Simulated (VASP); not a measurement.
Crystal: Be2Al5.

```xyz
7
Lattice="6.4106 0.0000 0.0000 0.0000 6.4106 0.0000 0.0000 0.0000 2.6881" Properties=species:S:1:pos:R:3 pbc="T T T"
Be    3.2053    0.0000    0.0000
Be    0.0000    3.2053    0.0000
Al    5.0686    5.0686    1.3440
Al    1.3420    1.3420    1.3440
Al    1.3420    5.0686    1.3440
Al    5.0686    1.3420    1.3440
Al    3.2053    3.2053    1.3440
```

The cell was built by a generator and needn't be a form met in nature.

```yaml
Program: VASP 6.6.1
Task: relaxation of cell and atoms
Functional: RPBE
Potentials_or_basis: VASP PAW PBE potentials, release 64 (Be, Al)
Cutoff: 600 eV
k_mesh: 3 × 3 × 7
Occupations: fermi-dirac, width 0.05 eV
Spin: no spin polarisation
```

At the start: pressure 1.7 GPa; volume 15.78 Å³/atom.

**Question.** Where does the relaxation end?

**Answer.** Over 8 steps the energy falls by 3.6 meV/atom and the volume is 16.07 Å³/atom (+1.8 %); space group P4/mmm (No. 123, to 0.05 Å).

Step by step:
```tsv
step	energy change (eV)	largest force (eV/Å)	pressure (GPa)	volume (Å³)
1	0.0000	0.0455	1.66	110.47
2	-0.0154	0.0320	-0.13	113.11
3	-0.0155	0.0315	-0.19	113.20
4	-0.0193	0.0267	-0.26	113.19
5	-0.0248	0.0030	-0.29	113.17
6	-0.0249	0.0056	-0.28	113.17
7	-0.0249	0.0021	-0.29	113.17
8	-0.0252	0.0024	0.14	112.47
```

Final structure:
```
CELL_PARAMETERS angstrom
6.39295 0.00000 0.00000
0.00000 6.39295 0.00000
0.00000 0.00000 2.75202
ATOMIC_POSITIONS crystal
Be 0.50000 0.00000 0.00000
Be 0.00000 0.50000 0.00000
Al 0.79156 0.79156 0.50000
Al 0.20844 0.20844 0.50000
Al 0.20844 0.79156 0.50000
Al 0.79156 0.20844 0.50000
Al 0.50000 0.50000 0.50000
```

Caveat: the PAW data sets were made with another functional, which shifts forces and pressure a little.
